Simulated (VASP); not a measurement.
Input:

```
KI
1.0
    0.00000     3.53500     3.53500
    3.53500     0.00000     3.53500
    3.53500     3.53500     0.00000
K I
1 1
Cartesian
  0.00000   0.00000   0.00000
  3.53500   3.53500   3.53500
```

Method: PBE GGA, VASP's PBE PAW potentials (set 64) (plane waves; VASP). Run with 300 eV cut-off, 6×6×6 Γ-centred mesh, Fermi-Dirac smearing of 0.050 eV, potentials K_sv I.

Unless said otherwise, spin-orbit coupling is left out, though it shifts the bands of the heavy elements here.

Give the energies of bands 6 to 11 at the high-symmetry points, in eV from the valence-band maximum.

```
band     Γ      X      U      L      W
----  ----  -----  -----  -----  -----
6     0.00  -0.99  -0.85  -1.31  -0.72
7     0.00  -0.36  -0.75  -0.33  -0.72
8     0.00  -0.36  -0.38  -0.33  -0.60
9     3.96   4.94   5.61   5.52   6.46
10    6.50   5.76   6.63   7.71   6.46
11    6.50   8.09   7.62   8.14   6.63
```

The gap is direct, 3.96 eV, from the valence maximum at Γ to the conduction minimum at Γ.

The structure is a typed KI crystal. The cell was not relaxed at this level.
